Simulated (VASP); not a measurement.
The input files of a VASP run:

**POSCAR**
```
AgBr
4.0800060
  0.0000000000   0.7071068033   0.7071068033
  0.7071068033   0.0000000000   0.7071068033
  0.7071068033   0.7071068033   0.0000000000
Ag Br
1 1
Cartesian
  0.0000000000   0.0000000000   0.0000000000
  0.7071068033   0.7071068033   0.7071068033
```

**INCAR**
```
# general
SYSTEM =AgBr
PREC   =Normal
ENCUT  =400
LREAL  =.FALSE.
LASPH  =.TRUE.

# electronic loop
EDIFF  =1E-6
NELM   =100
ALGO   =Normal
LMAXMIX=4

# smearing
ISMEAR =0
SIGMA  =0.05

# functional
GGA    =PE

# ions
ISIF   =2

# output
LWAVE  =.FALSE.
LCHARG =.FALSE.
```

File KPOINTS:
```
Automatic mesh
0
Gamma
7 7 7
0 0 0
```

POTCAR, in this order: Ag Br (PBE.64 set). Program: vasp_std.

### Question
Translate this PBE calculation to Ansatz.

### Answer
One equivalent input (not run):
Ansatz 0.2 input:
```yaml
crystal:
  lattice:
    - [0.0000000, 2.8850000, 2.8850000]
    - [2.8850000, 0.0000000, 2.8850000]
    - [2.8850000, 2.8850000, 0.0000000]
  atoms:
    - { symbol: Ag, position: [0.0000000, 0.0000000, 0.0000000] }
    - { symbol: Br, position: [0.5000000, 0.5000000, 0.5000000] }
kpoints:
  mp_grid: { grid: [7, 7, 7] }
hamiltonian:
  xc: pbe
  pseudopotentials: { kind: paw }
scf:
  occupations: { method: gaussian, width: 0.05 }
  max_iter: 100
output: { forces: true, stress: true, eigenvalues: true }
```
What does not carry over: each code has its own PAW files, so the cut-off isn't converted (ENCUT is set for VASP's; basis.ecutwfc is left out, and Ansatz then takes the one that its files recommend); Ansatz stops its SCF on the density residual and VASP on the energy change (EDIFF).

The compound is AgBr in the rock salt structure. The cell was not relaxed at this level. The run is one of a series of settings (PREC = Normal against the base run), some of them coarse on purpose.
